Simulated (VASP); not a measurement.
Given:

```xyz
2
Lattice="0.0000 3.4618 3.4618 3.4618 0.0000 3.4618 3.4618 3.4618 0.0000" Properties=species:S:1:pos:R:3 pbc="T T T"
Rb     0.0000     0.0000     0.0000
Br     3.4618     3.4618     3.4618
```

These are r2SCAN meta-GGA, VASP's PBE PAW potentials (set 64) (plane waves; VASP 6.6.1) values and carry that method's errors. Numerical set-up: 400 eV cut-off, 9×9×9 Γ-centred mesh, Gaussian smearing of 0.010 eV, potentials Rb_sv Br.

Task: Estimate the energy per atom (σ→0), band gap (on the k-mesh) with the smallest direct gap where there is one.

Result: 
* **band gap (on the k-mesh)**: 4.89 eV
* **smallest direct gap (on the k-mesh)**: 4.89 eV
* **energy per atom (σ→0)**: -15578 meV/atom

The absolute energy has meaning only against runs of the same code, potentials and settings.

The compound is RbBr in the rock salt structure. It was relaxed first.
